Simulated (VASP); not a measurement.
Output of a VASP run:

OSZICAR:
```
       N       E                     dE             d eps       ncg     rms          rms(c)
DAV:   1     0.197702330147E+03    0.19770E+03   -0.84896E+03   546   0.860E+02
DAV:   2     0.280885732563E+02   -0.16961E+03   -0.16785E+03   559   0.198E+02
DAV:   3    -0.133303572469E+01   -0.29422E+02   -0.29395E+02   622   0.810E+01
DAV:   4    -0.290606603515E+01   -0.15730E+01   -0.15686E+01   721   0.199E+01
DAV:   5    -0.292435521552E+01   -0.18289E-01   -0.18277E-01   648   0.213E+00    0.196E+00
DAV:   6    -0.282943393362E+01    0.94921E-01   -0.22032E-01   485   0.169E+00    0.103E+00
DAV:   7    -0.281375760600E+01    0.15676E-01   -0.87857E-02   606   0.871E-01    0.350E-01
DAV:   8    -0.281185319341E+01    0.19044E-02   -0.94476E-03   574   0.497E-01    0.731E-02
DAV:   9    -0.281189620899E+01   -0.43016E-04   -0.66851E-04   627   0.127E-01    0.487E-02
DAV:  10    -0.281209569921E+01   -0.19949E-03   -0.10017E-03   511   0.122E-01    0.251E-02
DAV:  11    -0.281232624809E+01   -0.23055E-03   -0.23595E-04   551   0.485E-02    0.193E-02
DAV:  12    -0.281266470148E+01   -0.33845E-03   -0.32378E-04   494   0.505E-02    0.990E-03
DAV:  13    -0.281272680158E+01   -0.62100E-04   -0.49024E-05   479   0.176E-02    0.641E-03
DAV:  14    -0.281277660311E+01   -0.49802E-04   -0.43548E-05   358   0.170E-02    0.315E-03
DAV:  15    -0.281278376907E+01   -0.71660E-05   -0.34907E-06   363   0.571E-03
   1 F= -.28127838E+01 E0= -.28133773E+01  d E =-.281278E+01
```

**OUTCAR**
```
------------------------ aborting loop because EDIFF is reached ----------------------------------------
  FORCE on cell =-STRESS in cart. coord.  units (eV):
  Direction    XX          YY          ZZ          XY          YZ          ZX
  --------------------------------------------------------------------------------------
  Total       -0.1709640     -0.2986837      0.0000824     -0.1806228      0.0000000      0.0000000
  in kB       -0.4677390     -0.8171661      0.0002255     -0.4941644      0.0000000      0.0000000
  external PRESSURE =      -0.4282265 kB  Pullay stress =       0.0000000 kB
  volume of cell :      585.61
      direct lattice vectors                 reciprocal lattice vectors
     4.829243491  0.000000000  0.000000000     0.207071771  0.073210943  0.000000000
    -1.609748159  4.553054305  0.000000000     0.000000000  0.219632786  0.000000000
     0.000000000  0.000000000 26.633595991     0.000000000  0.000000000  0.037546563
 POSITION                                       TOTAL-FORCE (eV/Angst)
 -----------------------------------------------------------------------------------
      1.60975      2.27653      9.37375         0.000000     -0.000000     -0.002075
      0.00000      0.00000     13.31680        -0.000000      0.000000      0.000000
      1.60975      2.27653     17.25985        -0.000000      0.000000      0.002075
 -----------------------------------------------------------------------------------
    total drift:                                0.000000     -0.000000      0.000000
  FREE ENERGIE OF THE ION-ELECTRON SYSTEM (eV)
  ---------------------------------------------------
  free  energy   TOTEN  =        -2.8127837691 eV

  energy  without entropy=       -2.8145643847  energy(sigma->0) =       -2.81337731

 reached required accuracy - stopping structural energy minimisation
```
(Selected blocks of OUTCAR.)

### POSCAR
```
Rb(110) slab
1
    4.8292434912    -0.0000000000     0.0000000000
   -1.6097481594     4.5530543051     0.0000000000
   -0.0000000000     0.0000000000    26.6335959910
Rb
3
Direct
  0.5000000000   0.5000000000   0.3519520000
  0.0000000000   0.0000000000   0.5000000000
  0.5000000000   0.5000000000   0.6480480000
```

Task: Write an INCAR and KPOINTS that could have produced this output.

Result: One answer among several that fit: the input of the run itself, PBEsol GGA, plane waves, VASP's PBE PAW potentials (set 64).

### INCAR
```
# general
SYSTEM   =  Rb(110) slab
PREC     =  Normal
ENCUT    =  400
LREAL    =  .FALSE.
LASPH    =  .TRUE.

# electronic loop
EDIFF    =  1E-5
NELM     =  100
NELMIN   =  4
ALGO     =  Normal
LMAXMIX  =  4

# smearing
ISMEAR   =  1
SIGMA    =  0.1

# functional
GGA      =  PS

# ions
IBRION   =  2
NSW      =  50
ISIF     =  2
EDIFFG   =  -0.03

# output
LWAVE    =  .TRUE.
LCHARG   =  .FALSE.

# other
LDIPOL   =  .TRUE.
IDIPOL   =  3
DIPOL    =  0.5 0.5 0.5
```

### KPOINTS
```
Automatic mesh
0
Gamma
6 6 1
0 0 0
```

POTCAR, in this order: Rb_sv (PBE.64 set). Program: vasp_std.

The cell is a thin slab with vacuum, built from Rb (bcc): (110) face.
